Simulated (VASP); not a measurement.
Wanted: the native input for a VASP 6.6.1 run.

- Task: band structure
- Functional: PBE
- Potentials or basis: VASP PAW PBE potentials, release 64 (Cs_sv, Li_sv, Cr_pv, Te, S)
- Cutoff: 520 eV
- k mesh: 5 × 5 × 5
- Occupations: fermi-dirac, width 0.05 eV
- Spin: collinear spin, ferromagnetic start
- Starting moments: [0.0, 0.0, 3.0, 3.0, 0.0, 0.0, 0.0, 0.0, 0.0] μB
- Further INCAR settings: ALGO = Normal; EDIFF = 1e-07; NBANDS = 47

Crystal: CsLiCr2Te2S3.

```
Cs Li Cr Te S
1.0
     3.31929    1.91639    6.87982
    -3.31929    1.91639    6.87982
     0.00000   -3.83279    6.87982
Cs Li Cr Te S
1 1 2 2 3
Direct
  0.00000 0.00000 0.00000
  0.50000 0.50000 0.50000
  0.79848 0.79848 0.79848
  0.20152 0.20152 0.20152
  0.67990 0.67990 0.67990
  0.32010 0.32010 0.32010
  0.13626 0.86374 0.50000
  0.50000 0.13626 0.86374
  0.86374 0.50000 0.13626
```

The cell was built by a generator and needn't be a form met in nature.

The input as run:

POSCAR

```
CsLiCr2Te2S3                            
1.0
    3.3192900000      1.9163900000      6.8798200000
   -3.3192900000      1.9163900000      6.8798200000
    0.0000000000     -3.8327900000      6.8798200000
  Cs              Li              Cr              Te              S             
     1     1     2     2     3
Direct
     0.0000000000000000    0.0000000000000000    0.0000000000000000
     0.5000000000000000    0.5000000000000000    0.5000000000000000
     0.7984799999999979    0.7984799999999979    0.7984799999999979
     0.2015200000000021    0.2015200000000021    0.2015200000000021
     0.6799000000000035    0.6799000000000035    0.6799000000000035
     0.3200999999999965    0.3200999999999965    0.3200999999999965
     0.1362600000000000    0.8637400000000000    0.5000000000000000
     0.5000000000000000    0.1362600000000000    0.8637400000000000
     0.8637400000000000    0.5000000000000000    0.1362600000000000
```

INCAR.step1

```
SYSTEM = CsLiCr2Te2S3
PREC = Accurate ; ENCUT = 520
EDIFF = 1E-7 ; ISMEAR = -1
SIGMA = 0.05 ; LREAL = .False.
LASPH = .True. ; NELM = 120
ALGO = Normal ; ISIF = 2
LWAVE = .False. ; LCHARG = .True.
ISPIN = 2 ; MAGMOM = 0 0 3 3 0 0 0 0 0
LORBIT = 11 ; LMAXMIX = 4
GGA = PE ; NBANDS = 47
KPAR = 4
```

KPOINTS.step1

```
regular mesh
0
Gamma
  5 5 5
  0 0 0
```

INCAR.step2

```
SYSTEM = CsLiCr2Te2S3
PREC = Accurate ; ENCUT = 520
EDIFF = 1E-7 ; ISMEAR = 0
SIGMA = 0.05 ; LREAL = .False.
LASPH = .True. ; NELM = 120
ALGO = Normal ; ISIF = 2
LWAVE = .False. ; LCHARG = .False.
ISPIN = 2 ; MAGMOM = 0 0 3 3 0 0 0 0 0
LORBIT = 11 ; LMAXMIX = 4
GGA = PE ; NBANDS = 47
KPAR = 4 ; ICHARG = 11
```

KPOINTS.step2

```
path GLB1,BZGX,QFP1Z,LP
15
line-mode
reciprocal
 0.0000000000  0.0000000000  0.0000000000  G
 0.5000000000  0.0000000000  0.0000000000  L

 0.5000000000  0.0000000000  0.0000000000  L
 0.5000000000  0.2183944418 -0.2183944418  B1

 0.7816055582  0.5000000000  0.2183944418  B
 0.5000000000  0.5000000000  0.5000000000  Z

 0.5000000000  0.5000000000  0.5000000000  Z
 0.0000000000  0.0000000000  0.0000000000  G

 0.0000000000  0.0000000000  0.0000000000  G
 0.3591972209  0.0000000000 -0.3591972209  X

 0.6408027791  0.3591972209  0.0000000000  Q
 0.5000000000  0.5000000000  0.0000000000  F

 0.5000000000  0.5000000000  0.0000000000  F
 0.6408027791  0.6408027791  0.2183944418  P1

 0.6408027791  0.6408027791  0.2183944418  P1
 0.5000000000  0.5000000000  0.5000000000  Z

 0.5000000000  0.0000000000  0.0000000000  L
 0.7816055582  0.3591972209  0.3591972209  P
```

Potentials or basis: VASP PAW PBE potentials, release 64 (Cs_sv, Li_sv, Cr_pv, Te, S).

Run with:

```sh
$ cat potpaw_PBE.64/Cs_sv/POTCAR potpaw_PBE.64/Li_sv/POTCAR potpaw_PBE.64/Cr_pv/POTCAR potpaw_PBE.64/Te/POTCAR potpaw_PBE.64/S/POTCAR > POTCAR
$ cp INCAR.step1 INCAR
$ cp KPOINTS.step1 KPOINTS
$ mpirun -np 4 vasp_std > vasp.out
$ cp INCAR.step2 INCAR
$ cp KPOINTS.step2 KPOINTS
$ mpirun -np 4 vasp_std > vasp.out
```

It gave:

```json
{
 "Band gap along the path": "none (metal or under the smearing width)",
 "Net moment": "4.00 μB per cell"
}
```

Caveat: the log is that of the step along the path at fixed density, whose energy, stress, charges and moments have no meaning; spin-orbit coupling is left out, which moves the levels of the heavy elements; only a ferromagnetic start was run, and an antiferromagnetic order may lie lower in energy.

It took 24 min on 4 MPI ranks on Intel(R) Xeon(R) Platinum 8259CL CPU @ 2.50GHz (Skylake/Cascade Lake), on a shared host, peak memory 2.4 GiB a rank.
